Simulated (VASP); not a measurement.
```
CELL_PARAMETERS angstrom
      2.82767     0.00000     0.00000
     -1.41383     2.44883     0.00000
      0.00000     0.00000     8.83625
ATOMIC_POSITIONS crystal
  W  0.00000 0.00000 0.00000
  W  0.00000 0.00000 0.50000
  Al 0.33333 0.66667 0.25000
  Al 0.66667 0.33333 0.75000
```

Level of theory: PBEsol GGA, VASP's PBE PAW potentials (set 64) (plane waves; VASP). Numerical set-up: 400 eV cut-off, Gaussian smearing of 0.050 eV, potentials W_sv Al.

Problem. Give the energies of bands 9 to 20 at the high-symmetry points, in eV from the Fermi level.

Solution. 
```
band       Γ      M      K       A      L      H
----  ------  -----  -----  ------  -----  -----
9     -10.71  -5.99  -4.06  -10.09  -5.53  -3.75
10     -8.73  -5.74  -4.06  -10.09  -5.53  -3.75
11     -7.94  -4.90  -3.91   -6.15  -5.21  -3.67
12     -5.12  -3.90  -3.08   -6.15  -5.21  -3.67
13     -2.51  -3.58  -3.08   -2.39  -3.37  -3.15
14     -2.09  -3.52  -2.66   -2.39  -3.37  -3.15
15     -0.38  -2.99  -2.66   -0.36  -1.57  -2.38
16     -0.38  -0.71  -1.74   -0.36  -1.57  -2.38
17     -0.35  -0.01  -1.74   -0.36   0.84  -1.76
18     -0.35   0.65  -1.29   -0.36   0.84  -1.76
19      2.21   1.07  -0.40    2.33   1.19   2.31
20      2.21   3.24   1.79    2.33   1.19   2.31
```

It has no gap at this level: it comes out as a metal or semimetal.

The structure was generated: WAl was put into the NiAs type type (P6_3/mmc), which need not be its known phase. It was relaxed first, which changed the volume by -45 %.
